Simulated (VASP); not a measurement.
Input:

```xyz
6
Lattice="5.4038 0.0000 0.0000 -2.7019 4.6798 0.0000 0.0000 0.0000 3.1188" Properties=species:S:1:pos:R:3 pbc="T T T"
Lu    -0.1365     0.0511     1.5805
B      0.1181     3.1735     1.5808
B      2.7042     1.5687     1.4731
Rh     1.4032     2.3664     0.0685
Rh    -1.4175     2.2530    -0.0427
Rh     2.7322    -0.0530     0.0180
```

The numbers are results of PBEsol GGA, VASP's PBE PAW potentials (set 64) (plane waves; VASP 6.6.1), not measurements. Numerical set-up: 400 eV cut-off, 4×4×6 Γ-centred mesh, Gaussian smearing of 0.20 eV, potentials Lu_3 B Rh_pv.

At this cut-off the stress carries a Pulay error, which pulls relaxed volumes low.

**Question.** Give the force on each atom (eV/Å).

**Answer.** 
| atom | Fx | Fy | Fz |
|---|---|---|---|
| Lu1 | 0.435 | -0.107 | -0.031 |
| B2 | -0.475 | -0.360 | -0.174 |
| B3 | 0.340 | -0.128 | 1.214 |
| Rh4 | -1.369 | -0.675 | -0.624 |
| Rh5 | 2.149 | 1.151 | -0.195 |
| Rh6 | -1.079 | 0.120 | -0.190 |

**Question.** Give the stress tensor in GPa (positive for a compressed cell).

**Answer.** 
```
-6.06  -0.71   0.13
-0.71  -7.02  -0.10
 0.13  -0.10  -3.83
```
The pressure is its mean diagonal, -5.63 GPa.

The structure comes from a computed database's LuB2Rh3 entry; how it stands against other phases isn't given here. The cell was not relaxed at this level, atoms are displaced from their ideal sites. The k-mesh is coarse (spacing up to 0.34 per Å, 2π included), so the numbers may not be converged in it.
